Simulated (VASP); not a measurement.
A run of VASP 6.6.1:

Contents of INCAR:

```
ALGO = Normal
EDIFF = 1E-6
ENCUT = 520
ISIF = 2
ISMEAR = 0
KPAR = 2
LASPH = T
LCHARG = F
LMIXTAU = T
LREAL = F
LWAVE = F
METAGGA = R2SCAN
NBANDS = 26
NELM = 150
PREC = Accurate
SIGMA = 0.03
```

File KPOINTS:

```
k-points
0
Gamma
  10 10 4
```

Contents of POSCAR:

```
Si2WC3                                  
1.0
    3.0146256015      0.0000000000      0.0000000000
   -1.5073128057      2.6107423538      0.0000000000
    0.0000000000      0.0000000000      8.0921354075
  Si              W               C             
     2     1     3
Direct
     0.0000000000000000    0.0000000000000000    0.8979011259720266
     0.3333333300000021    0.6666666699999979    0.5832592235204359
     0.0000000000000000    0.0000000000000000    0.2031571269093106
     0.3333333300000021    0.6666666699999979    0.0027224413006479
     0.0000000000000000    0.0000000000000000    0.6705846832664122
     0.3333333300000021    0.6666666699999979    0.3573673690311594
```

Potentials or basis: VASP PAW PBE potentials, release 64 (Si, W_sv, C).

The run is started by

```bash
$ cat potpaw_PBE.64/Si/POTCAR potpaw_PBE.64/W_sv/POTCAR potpaw_PBE.64/C/POTCAR > POTCAR
$ mpirun -np 2 vasp_std > vasp.out
```

Hardware: 2 MPI ranks on Intel(R) Xeon(R) Platinum 8559C (Emerald Rapids), on a shared host.

Q: How long does it take, and how much memory?

A: It took 110 s on 2 MPI ranks on Intel(R) Xeon(R) Platinum 8559C (Emerald Rapids), with other jobs on the host, peak memory 0.23 GiB a rank. Counts: scf iterations 22, k points 50.
